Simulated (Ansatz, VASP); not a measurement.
# Cross-check of Hf7Ga10As10O14 (amorphous HfO2 against GaAs(110), 6.2 A) between VASP and Ansatz, part 2 of 3

Aim: how closely do two programs agree when they are given the same cell, functional and k mesh? Of the first pair: The structure shown is the start of the Ansatz relaxation below; VASP solves that cell, so the two are compared at the walk's first step.

VASP 6.6.1 and Ansatz 0.2.0.

So far: The structure; Ansatz: relaxation, PBE.

## 3. VASP: single point, PBE, start cell, pair 1

Level of this step: PBE; plane waves and PAW (Ga_d, As, Hf_pv, O) (VASP).

The same cell, functional, mesh and smearing now go to VASP, with its own data sets.

Lines of VASP's logs that name or quote its potential files are left out, and so is its time.

Contents of INCAR:

```
SYSTEM = Hf7Ga10As10O14
PREC = Accurate
ENCUT = 520
EDIFF = 1E-06
NELM = 120
ISMEAR = -1
SIGMA = 0.025
LREAL = Auto
ALGO = Normal
GGA = PE
NBANDS = 392
LASPH = .TRUE.
LORBIT = 11
LWAVE = .FALSE.
LCHARG = .FALSE.
ISIF = 2
GGA_COMPAT = .FALSE.
EFERMI = MIDGAP
NCORE = 2
```

Contents of POSCAR:

```
Hf7Ga10As10O14
1.0
   11.4600000000      0.0000000000      0.0000000000
    0.0000000000      8.1034400000      0.0000000000
    0.0000000000      0.0000000000     17.0802400000
Ga As Hf O
20 20 14 28
Direct
    0.9959773124      0.9781895096      0.4143384402
    0.2457417103      0.7021339086      0.0516796017
    0.2543717277      0.1887223204      0.0666208437
    0.9966666667      0.9574082118      0.1743827956
    0.0020069808      0.4614460032      0.1675796125
    0.2430802792      0.2236457603      0.2989770636
    0.2469808028      0.7185466913      0.2941879037
    0.0022076789      0.4798209156      0.4169496447
    0.2556108202      0.7419318215      0.5294773376
    0.2496771379      0.2594823927      0.5247584343
    0.5043193717      0.9800158945      0.4155210934
    0.7206719023      0.6998756084      0.0533072135
    0.7421815009      0.2022227597      0.0591209491
    0.4942757417      0.9608635345      0.1905828021
    0.5020680628      0.4640004739      0.1783113118
    0.7558726003      0.2220538438      0.2984677030
    0.7564136126      0.7176088180      0.2924022145
    0.5071291449      0.4793766598      0.4171779788
    0.7275130890      0.7375756469      0.5342020955
    0.7317277487      0.2302355543      0.5395825820
    0.1162739965      0.9539158678      0.0563692313
    0.3698691099      0.7109079601      0.1744706163
    0.3746073298      0.2135019202      0.1857877875
    0.1208376963      0.9692056707      0.2944396566
    0.1183682373      0.4722809079      0.2928705920
    0.3794764398      0.2324938545      0.4110188147
    0.3791099476      0.7288632976      0.4107612071
    0.1241099476      0.4358519345      0.0470602287
    0.1336387435      0.9979342107      0.5257595912
    0.1192495637      0.5014166823      0.5378905683
    0.6082984293      0.9570873604      0.0730376154
    0.8696858639      0.7079956167      0.1661686253
    0.8745200698      0.2115397905      0.1750502335
    0.6338481675      0.9693537559      0.2997381770
    0.6305497382      0.4709851619      0.2969923139
    0.8705933682      0.2307291718      0.4227282521
    0.8685427574      0.7256054219      0.4176697751
    0.6076614311      0.4428613033      0.0524816981
    0.6007940663      0.9852358998      0.5427499848
    0.6026439791      0.4803145331      0.5485110279
    0.3709424084      0.5736946285      0.8657899421
    0.7652181501      0.9716243966      0.8821187524
    0.0060122164      0.1672499580      0.9334177974
    0.2690226876      0.1982738195      0.7888179557
    0.9463176265      0.9915912255      0.6237500176
    0.3528097731      0.4672953709      0.6548093001
    0.0968760908      0.5013549801      0.7982616169
    0.8676876091      0.2809917763      0.7444918807
    0.3908638743      0.8516753379      0.7313480373
    0.5513699825      0.1723712399      0.7919677944
    0.4471815009      0.9486958625      0.9452501838
    0.8681675393      0.6780947351      0.7264476377
    0.6474171030      0.6180831844      0.8462176176
    0.0856020942      0.8980630448      0.7928694210
    0.2384816754      0.9864205819      0.7273375550
    0.1459685864      0.0926643500      0.8618789900
    0.7357329843      0.1527869645      0.7950005386
    0.3967713787      0.0544213322      0.8352810031
    0.4189877836      0.2853602914      0.7253996431
    0.2065183246      0.3938327426      0.7135087095
    0.7443106457      0.8044361407      0.7917980075
    0.2432984293      0.4000770043      0.8635007471
    0.5243630017      0.4269668190      0.8563404261
    0.4987521815      0.7646999299      0.8507023321
    0.8300872600      0.1470980226      0.9681011508
    0.9906719023      0.1011175501      0.7269628530
    0.2130977312      0.7079092336      0.8140693573
    0.3503490401      0.7255684006      0.9637510948
    0.7290488656      0.7374399021      0.9374809722
    0.5958376963      0.0557664399      0.8963105905
    0.8263089005      0.7968344308      0.6216481736
    0.9762041885      0.3346726822      0.8482316408
    0.9428883072      0.9773009981      0.8706025208
    0.5305759162      0.9838044090      0.7179524409
    0.0196684119      0.8085455066      0.6897678253
    0.8306195462      0.1921899835      0.6303073025
    0.4098865620      0.6023244449      0.7479871477
    0.9688307155      0.4731694194      0.7093577139
    0.7518062827      0.4901251814      0.7686777235
    0.3540575916      0.1247494891      0.9872929186
    0.9836387435      0.6870292123      0.8219088256
    0.3428708551      0.7228781851      0.6248097216
```

Contents of KPOINTS:

```
Automatic mesh
0
Gamma
1 1 1
0 0 0
```

PAW data sets: Ga_d, As, Hf_pv and O (PBE family, release 64).

The run is started by

```
mpirun -np 8 vasp_gam
```

Numbers of over 12 decimals in the logs are rounded to 6 here.

What it wrote:

```text
[banner, memory and clock lines left out]
running    8 mpi-ranks, on    1 nodes
[...]
LDA part: xc-table for (Slater+PW92), standard interpolation
 POSCAR, INCAR and KPOINTS ok, starting setup
[...]
entering main loop
       N       E                     dE             d eps       ncg     rms          rms(c)
DAV:   1     0.140869507349E+05    0.14087E+05   -0.27919E+05   800   0.249E+03
DAV:   2     0.345048252542E+04   -0.10636E+05   -0.10185E+05   784   0.786E+02
DAV:   3    -0.978786235288E+02   -0.35484E+04   -0.33617E+04  1088   0.322E+02
DAV:   4    -0.623671845767E+03   -0.52579E+03   -0.51748E+03  1128   0.123E+02
[...]
DAV:  19    -0.565537224547E+03   -0.15345E-04   -0.82071E-05   856   0.337E-02    0.152E-02
DAV:  20    -0.565537227850E+03   -0.33035E-05   -0.51009E-05  1248   0.203E-02    0.104E-02
DAV:  21    -0.565537228373E+03   -0.52282E-06   -0.83714E-06   744   0.832E-03
   1 F= -.56553723E+03 E0= -.56552255E+03  d E =-.293482E-01
```

OUTCAR, selected parts (step 3):

```text
  FREE ENERGIE OF THE ION-ELECTRON SYSTEM (eV)
  ---------------------------------------------------
  free  energy   TOTEN  =      -565.5372283729 eV

  energy  without entropy=     -565.5078801696  energy(sigma->0) =     -565.52255427

[... 1 further part left out ...]
```

The run ends at a pressure of -0.20 GPa, with forces up to 1.1 eV/Å.

## 4. Comparison

Known differences besides the potentials themselves: the data sets hold 1092 valence electrons in Ansatz (on its default PAW (the set named soft_2) files) and 668 in VASP; the cutoff is 420 eV in Ansatz and 520 eV in VASP (PREC = Accurate, projectors in real space). Total energies have different zeros and are not compared.

Forces on 10 of the 82 atoms, those with the largest forces and the largest differences (eV/Å; atoms numbered as in POSCAR):

| atom | Ansatz x, y, z | VASP x, y, z |
| --- | --- | --- |
| Ga13 | -0.650, 0.029, 0.804 | -0.664, 0.037, 0.820 |
| Ga19 | -0.616, 0.306, -0.763 | -0.627, 0.298, -0.785 |
| Hf42 | -0.324, 0.324, 0.846 | -0.326, 0.359, 0.754 |
| Hf43 | 0.122, -0.428, 0.560 | 0.029, -0.514, 0.325 |
| Hf45 | 0.155, -0.108, 0.098 | 0.100, -0.148, 0.325 |
| Hf46 | -0.240, 0.436, 0.105 | -0.259, 0.493, 0.346 |
| Hf51 | 0.112, 0.580, 0.765 | 0.086, 0.640, 0.584 |
| O65 | 0.750, -0.107, -0.399 | 0.850, -0.178, -0.532 |
| O76 | 0.571, 0.048, 0.490 | 0.698, -0.006, 0.615 |
| O80 | 0.689, -0.599, -0.266 | 0.791, -0.724, -0.327 |

The forces differ by 58 meV/Å r.m.s., which is 19.8 % of the r.m.s. force of 0.294 eV/Å (both taken over all components).

## 5. Ansatz: relaxation, PBE

This run makes the geometry at which the two programs are then compared. The cell compared in this pair holds 1575.34 Å³, against 1586.16 Å³ for the pair before.

The structure compared here is the end of the Ansatz relaxation.

Contents of input.yaml:

```yaml
crystal:
  lattice:
    - [11.46, 0.0, 0.0]
    - [0.0, 8.10344, 0.0]
    - [0.0, 0.0, 17.08024]
  atoms:
    - { symbol: Ga, position: [0.99598, 0.97819, 0.41434] }
    - { symbol: As, position: [0.11627, 0.95391, 0.05637] }
    - { symbol: Ga, position: [0.24574, 0.70213, 0.05168] }
    - { symbol: As, position: [0.36987, 0.71091, 0.17447] }
    - { symbol: Ga, position: [0.25437, 0.18872, 0.06662] }
    - { symbol: As, position: [0.37461, 0.2135, 0.18579] }
    - { symbol: Ga, position: [0.99667, 0.95741, 0.17438] }
    - { symbol: As, position: [0.12084, 0.96921, 0.29444] }
    - { symbol: Ga, position: [0.00201, 0.46144, 0.16758] }
    - { symbol: As, position: [0.11837, 0.47228, 0.29287] }
    - { symbol: Ga, position: [0.24308, 0.22364, 0.29898] }
    - { symbol: As, position: [0.37948, 0.2325, 0.41102] }
    - { symbol: Ga, position: [0.24698, 0.71855, 0.29419] }
    - { symbol: As, position: [0.37911, 0.72886, 0.41076] }
    - { symbol: Ga, position: [0.00221, 0.47982, 0.41695] }
    - { symbol: As, position: [0.12411, 0.43585, 0.04706] }
    - { symbol: As, position: [0.13364, 0.99794, 0.52576] }
    - { symbol: Ga, position: [0.25561, 0.74193, 0.52948] }
    - { symbol: Ga, position: [0.24968, 0.25948, 0.52476] }
    - { symbol: As, position: [0.11925, 0.50142, 0.53789] }
    - { symbol: Ga, position: [0.50432, 0.98002, 0.41552] }
    - { symbol: As, position: [0.6083, 0.95709, 0.07304] }
    - { symbol: Ga, position: [0.72067, 0.69988, 0.05331] }
    - { symbol: As, position: [0.86969, 0.70799, 0.16617] }
    - { symbol: Ga, position: [0.74218, 0.20222, 0.05912] }
    - { symbol: As, position: [0.87452, 0.21154, 0.17505] }
    - { symbol: Ga, position: [0.49428, 0.96086, 0.19058] }
    - { symbol: As, position: [0.63385, 0.96935, 0.29974] }
    - { symbol: Ga, position: [0.50207, 0.464, 0.17831] }
    - { symbol: As, position: [0.63055, 0.47099, 0.29699] }
    - { symbol: Ga, position: [0.75587, 0.22205, 0.29847] }
    - { symbol: As, position: [0.87059, 0.23073, 0.42273] }
    - { symbol: Ga, position: [0.75641, 0.71761, 0.2924] }
    - { symbol: As, position: [0.86854, 0.7256, 0.41767] }
    - { symbol: Ga, position: [0.50713, 0.47938, 0.41718] }
    - { symbol: As, position: [0.60766, 0.44286, 0.05248] }
    - { symbol: As, position: [0.60079, 0.98524, 0.54275] }
    - { symbol: Ga, position: [0.72751, 0.73758, 0.5342] }
    - { symbol: Ga, position: [0.73173, 0.23024, 0.53958] }
    - { symbol: As, position: [0.60264, 0.48031, 0.54851] }
    - { symbol: Hf, position: [0.37094, 0.5737, 0.86579] }
    - { symbol: Hf, position: [0.76522, 0.97162, 0.88212] }
    - { symbol: Hf, position: [0.00601, 0.16725, 0.93342] }
    - { symbol: Hf, position: [0.26902, 0.19827, 0.78882] }
    - { symbol: Hf, position: [0.94632, 0.99159, 0.62375] }
    - { symbol: Hf, position: [0.35281, 0.46729, 0.65481] }
    - { symbol: Hf, position: [0.09688, 0.50136, 0.79826] }
    - { symbol: Hf, position: [0.86769, 0.28099, 0.74449] }
    - { symbol: Hf, position: [0.39086, 0.85167, 0.73135] }
    - { symbol: Hf, position: [0.55137, 0.17237, 0.79197] }
    - { symbol: Hf, position: [0.44718, 0.94869, 0.94525] }
    - { symbol: Hf, position: [0.86817, 0.6781, 0.72645] }
    - { symbol: Hf, position: [0.64742, 0.61808, 0.84622] }
    - { symbol: Hf, position: [0.0856, 0.89806, 0.79287] }
    - { symbol: O, position: [0.23848, 0.98642, 0.72734] }
    - { symbol: O, position: [0.14597, 0.09267, 0.86188] }
    - { symbol: O, position: [0.73573, 0.15279, 0.795] }
    - { symbol: O, position: [0.39677, 0.05442, 0.83528] }
    - { symbol: O, position: [0.41899, 0.28536, 0.7254] }
    - { symbol: O, position: [0.20652, 0.39383, 0.71351] }
    - { symbol: O, position: [0.74431, 0.80444, 0.7918] }
    - { symbol: O, position: [0.2433, 0.40008, 0.8635] }
    - { symbol: O, position: [0.52436, 0.42697, 0.85634] }
    - { symbol: O, position: [0.49875, 0.7647, 0.8507] }
    - { symbol: O, position: [0.83009, 0.1471, 0.9681] }
    - { symbol: O, position: [0.99067, 0.10112, 0.72696] }
    - { symbol: O, position: [0.2131, 0.70791, 0.81407] }
    - { symbol: O, position: [0.35035, 0.72557, 0.96375] }
    - { symbol: O, position: [0.72905, 0.73744, 0.93748] }
    - { symbol: O, position: [0.59584, 0.05577, 0.89631] }
    - { symbol: O, position: [0.82631, 0.79684, 0.62165] }
    - { symbol: O, position: [0.9762, 0.33467, 0.84823] }
    - { symbol: O, position: [0.94289, 0.9773, 0.8706] }
    - { symbol: O, position: [0.53058, 0.98381, 0.71795] }
    - { symbol: O, position: [0.01967, 0.80854, 0.68977] }
    - { symbol: O, position: [0.83062, 0.19219, 0.63031] }
    - { symbol: O, position: [0.40989, 0.60232, 0.74799] }
    - { symbol: O, position: [0.96883, 0.47317, 0.70936] }
    - { symbol: O, position: [0.75181, 0.49012, 0.76868] }
    - { symbol: O, position: [0.35406, 0.12475, 0.98729] }
    - { symbol: O, position: [0.98364, 0.68703, 0.82191] }
    - { symbol: O, position: [0.34287, 0.72288, 0.62481] }
kpoints:
  mp_grid: { grid: [1, 1, 1] }
hamiltonian:
  xc: pbe
scf:
  occupations: { method: fermi_dirac, width: 0.025 }
output:
  forces: true
relax:
  f_tol: 0.08
  max_steps: 90
  cell: { fix: [a, b, alpha, beta, gamma] }
```

The run is started by

```
ansatz run input.yaml --threads 8 --pin off --max-ram 15872MiB --backend cpu --events-out ev --progress --plain --runs-dir out
```

What it wrote:

```text
[...]
Crystal: 82 atoms, lattice volume = 1586.164 Å³
Basis set: ecut = 420 eV, 31009 PW (Γ), exchange–correlation on 160×120×240 points (8 copies of the dense FFT grid, shifted against one another)
Bands: 656, of which v1, the nominal top of the filled ones, is band 546 counted from 1 (545 counted from 0)
Symmetry: 1 space group operations
[...]
k-points: 1
[...]
- { symbol: O, position: [0.743341, 0.149048, 0.793558] }
    - { symbol: O, position: [0.398821, 0.052880, 0.839648] }
    - { symbol: O, position: [0.433897, 0.286897, 0.727033] }
    - { symbol: O, position: [0.220034, 0.404161, 0.712540] }
    - { symbol: O, position: [0.753049, 0.796459, 0.804677] }
    - { symbol: O, position: [0.258153, 0.425329, 0.862164] }
[...]
- { symbol: O, position: [0.768334, 0.489062, 0.773635] }
    - { symbol: O, position: [0.359497, 0.110508, 0.998813] }
    - { symbol: O, position: [0.991617, 0.708597, 0.819803] }
    - { symbol: O, position: [0.338233, 0.721718, 0.623549] }
[key lines of the parts left out:]
P = ⅓ Tr σ = 0.3292 GPa (3.292 kbar)
```

[end of part 2 of 3]

[Lines on the potential files, build, host, timing and source positions are cut from VASP's logs without a mark.]

[Logs are printed without paths, hosts, clocks, repeated set-up lines and the standing remarks that a program may print on its own settings, such as how far it seeks lower states.]

[Hosts, paths, dates, database ids (printed as entryN), source tags and the programs' standing remarks are cut or masked in the printed files.]
